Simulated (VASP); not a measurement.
These are PBEsol GGA, VASP's PBE PAW potentials (set 64) (plane waves; VASP) values and carry that method's errors.

VASP input:

**POSCAR**
```
Li(100) slab
1
    3.4259430602     0.0000000000     0.0000000000
    0.0000000000     3.4259430602     0.0000000000
    0.0000000000     0.0000000000    25.0025128204
Li
6
Direct
  0.5000000000   0.0000000000   0.3180709937
  0.0000000000   0.5000000000   0.3930583571
  0.5000000000   0.0000000000   0.4643906358
  0.0000000000   0.5000000000   0.5356093642
  0.5000000000   0.0000000000   0.6069416429
  0.0000000000   0.5000000000   0.6819290063
```

KPOINTS:
```
Automatic mesh
0
Gamma
8 8 1
0 0 0
```

**INCAR**
```
DIPOL = 0.5 0.5 0.5
LDIPOL = .True.
LCHARG = .False.
GGA = PS   ! PBEsol
EDIFF = 1E-6   ! SCF stop (eV)
ALGO = Normal   ! blocked Davidson
ISMEAR = 1   ! Methfessel-Paxton
LWAVE = .False.
PREC = Normal
LASPH = .True.   ! aspherical one-centre terms
LREAL = .False.   ! projection in real space or not
LVHAR = .True.
SIGMA = 0.1
SYSTEM = Li(100) slab
NELMIN = 4
IDIPOL = 3
LORBIT = 11   ! lm-projected
ENCUT = 450   ! plane-wave cut-off (eV)
NELM = 100
```

POTCAR, in this order: Li_sv (PBE.64 set). Program: vasp_std. Read from the step before: WAVECAR.

Output

### OSZICAR
```
       N       E                     dE             d eps       ncg     rms          rms(c)
DAV:   1    -0.111125387572E+02   -0.11113E+02   -0.32053E-05   536   0.494E-02    0.382E-03
DAV:   2    -0.111125383288E+02    0.42837E-06   -0.89739E-06   549   0.262E-02    0.297E-03
DAV:   3    -0.111125379565E+02    0.37231E-06   -0.69319E-07   299   0.972E-03    0.123E-03
DAV:   4    -0.111125379576E+02   -0.10873E-08   -0.42884E-07   240   0.660E-03
   1 F= -.11112538E+02 E0= -.11112399E+02  d E =-.415378E-03
```

**OUTCAR**
```
------------------------ aborting loop because EDIFF is reached ----------------------------------------
  FORCE on cell =-STRESS in cart. coord.  units (eV):
  Direction    XX          YY          ZZ          XY          YZ          ZX
  --------------------------------------------------------------------------------------
  Total       -1.9892697     -1.9892697     -1.0001766      0.0000000      0.0000000      0.0000000
  in kB      -10.8607625    -10.8607625     -5.4606371      0.0000000      0.0000000      0.0000000
  external PRESSURE =      -9.0607207 kB  Pullay stress =       0.0000000 kB
  volume of cell :      293.46
      direct lattice vectors                 reciprocal lattice vectors
     3.425943060  0.000000000  0.000000000     0.291890432  0.000000000  0.000000000
     0.000000000  3.425943060  0.000000000     0.000000000  0.291890432  0.000000000
     0.000000000  0.000000000 25.002512820     0.000000000  0.000000000  0.039995980
 POSITION                                       TOTAL-FORCE (eV/Angst)
 -----------------------------------------------------------------------------------
      1.71297      0.00000      7.95257        -0.000000      0.000000      0.008064
      0.00000      1.71297      9.82745        -0.000000      0.000000     -0.007610
      1.71297      0.00000     11.61093         0.000000      0.000000      0.002690
      0.00000      1.71297     13.39158        -0.000000      0.000000     -0.002690
      1.71297      0.00000     15.17507        -0.000000      0.000000      0.007610
      0.00000      1.71297     17.04994         0.000000      0.000000     -0.008064
 -----------------------------------------------------------------------------------
    total drift:                                0.000000      0.000000      0.000000
  FREE ENERGIE OF THE ION-ELECTRON SYSTEM (eV)
  ---------------------------------------------------
  free  energy   TOTEN  =       -11.1125379576 eV

  energy  without entropy=      -11.1121225794  energy(sigma->0) =      -11.11239950

 total charge

# of ion       s       p       d       tot
------------------------------------------
    1        2.027   0.027   0.000   2.054
    2        2.028   0.044   0.000   2.072
    3        2.030   0.042   0.000   2.072
    4        2.030   0.042   0.000   2.072
    5        2.028   0.044   0.000   2.072
    6        2.027   0.027   0.000   2.054
--------------------------------------------------
tot         12.171   0.226   0.000  12.397
```
(Selected blocks of OUTCAR.)

At this cut-off the stress carries a Pulay error, which pulls relaxed volumes low.

The cell is a thin slab with vacuum, built from Li (bcc): (100) face.
